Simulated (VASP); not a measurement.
Given:

```
MgH2
1.0
    4.57062     0.00000     0.00000
    0.00000     4.57062     0.00000
    0.00000     0.00000     3.05382
Mg H
2 4
Cartesian
  0.00000   0.00000   0.00000
  2.28531   2.28531   1.52691
  1.38947   1.38947   0.00000
  3.67478   0.89584   1.52691
  0.89584   3.67478   1.52691
  3.18115   3.18115   0.00000
```

Computed with LDA (Ceperley-Alder, Perdew-Zunger), VASP's LDA PAW potentials (set 64) (plane waves; VASP). Settings: 300 eV cut-off, 4×4×6 Γ-centred mesh, Fermi-Dirac smearing of 0.050 eV, potentials Mg H.

At this cut-off the stress carries a Pulay error, which pulls relaxed volumes low. Energy and stress use the plane-wave basis of the starting cell.

The ions, cell shape and volume are relaxed. Which structure does the run end with?

```
MgH2
1.0
    4.37960     0.00000     0.00000
    0.00000     4.37960     0.00000
    0.00000     0.00000     2.95699
Mg H
2 4
Direct
  0.00000   0.00000   0.00000
  0.50000   0.50000   0.50000
  0.30429   0.30429   0.00000
  0.80429   0.19571   0.50000
  0.19571   0.80429   0.50000
  0.69571   0.69571   0.00000
```
Space group P4_2/mnm (136), at a tolerance of 0.03 Å.

How do energy and volume change from the first to the last step?

The energy (σ→0) changes by -23.7 meV/atom and the volume by -11.1 %, in 8 ionic steps.

The structure is a typed MgH2 crystal (P4_2/mnm). This run relaxes it. Symmetry was kept, so distortions that lower it aren't found. The run is one of a series of settings (EDIFFG = -0.01, IBRION = 2, ISIF = 3, NSW = 50 against the base run), some of them coarse on purpose.
